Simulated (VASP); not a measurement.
Here is the system:

```yaml
crystal:
  lattice:
    - [0.00000, 2.19792, 2.19792]
    - [2.19792, 0.00000, 2.19792]
    - [2.19792, 2.19792, 0.00000]
  atoms:
    - { symbol: Ag, position: [0.00000, 0.00000, 0.00000] }
```

Calculation: vdW-DF2, VASP's PBE PAW potentials (set 64) (plane waves; VASP). Numerical set-up: 520 eV cut-off, 15×15×15 Γ-centred mesh, first-order Methfessel-Paxton smearing of 0.10 eV, potentials Ag.

Problem. What does the run give for the energy per atom (σ→0), pressure, band gap (on the k-mesh) with the smallest direct gap where there is one?

Solution. 
The band gap (on the k-mesh) is none (metal, semimetal or under 0.01 eV). The energy per atom (σ→0) is 0.630 eV/atom. The pressure is -3.09 GPa.

Total energies compare only between runs with the same potentials, cut-off and functional.

The compound is Ag in the fcc structure. This cell is one point of a volume scan, at 1.06 of the reference volume.
